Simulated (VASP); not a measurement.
These are PBE GGA with D4 dispersion, VASP's PBE PAW potentials (set 64) (plane waves; VASP) values and carry that method's errors.

The input files of a VASP run:

KPOINTS:
```
K-points
0
gamma
 6 6 4
```

### INCAR
```
LCHARG = .False.
ISMEAR = 0
SIGMA = 0.05
EDIFFG = -0.01
LASPH = .True.   ! aspherical one-centre terms
GGA = PE   ! PBE
LREAL = .False.
SYSTEM = CdS
EDIFF = 1E-7   ! SCF stop (eV)
NELM = 100   ! most electronic steps
NSW = 30   ! most ionic steps
LWAVE = .False.
PREC = Accurate
LMAXMIX = 4
IBRION = 2   ! conjugate gradients
ISIF = 4   ! ions and shape, fixed volume
ENCUT = 520
IVDW = 13
ALGO = Normal   ! blocked Davidson
```

POSCAR:
```
CdS
1
    2.0963149342    -3.6309237998     0.0000000000
    2.0963149342     3.6309237998     0.0000000000
    0.0000000000     0.0000000000     6.8160100174
Cd S
2 2
Direct
  0.6666670000   0.3333330000   0.5000696985
  0.3333330000   0.6666670000   0.0000696985
  0.6666670000   0.3333330000   0.8769303015
  0.3333330000   0.6666670000   0.3769303015
```

POTCAR, in this order: Cd S (PBE.64 set). Program: vasp_std.

Q: Predict the energy per atom (σ→0), dispersion energy, pressure, band gap (on the k-mesh).

A: 
| Property | Value |
|---|---|
| energy per atom (σ→0) | -3.373 eV/atom |
| dispersion energy | -1.195 eV |
| band gap (on the k-mesh) | 1.12 eV |
| pressure | -1.53 GPa |

File OSZICAR:
```
...
DAV:  10    -0.122962150916E+02   -0.21231E-03   -0.16597E-03  1084   0.424E-01    0.112E-01
DAV:  11    -0.122963227100E+02   -0.10762E-03   -0.22488E-04  1120   0.111E-01    0.107E-01
DAV:  12    -0.122963730912E+02   -0.50381E-04   -0.20277E-04  1002   0.800E-02    0.247E-02
DAV:  13    -0.122963726986E+02    0.39258E-06   -0.16376E-05  1128   0.305E-02    0.624E-03
DAV:  14    -0.122963738564E+02   -0.11578E-05   -0.18872E-06   996   0.941E-03    0.922E-03
DAV:  15    -0.122963732798E+02    0.57661E-06   -0.13128E-06  1106   0.662E-03    0.288E-03
DAV:  16    -0.122963732325E+02    0.47327E-07   -0.13322E-07   698   0.246E-03
   1 F= -.13491079E+02 E0= -.13491079E+02  d E =-.134911E+02
```

The compound is CdS in the wurtzite structure. This cell is one point of a volume scan, at 1.03 of the reference volume.
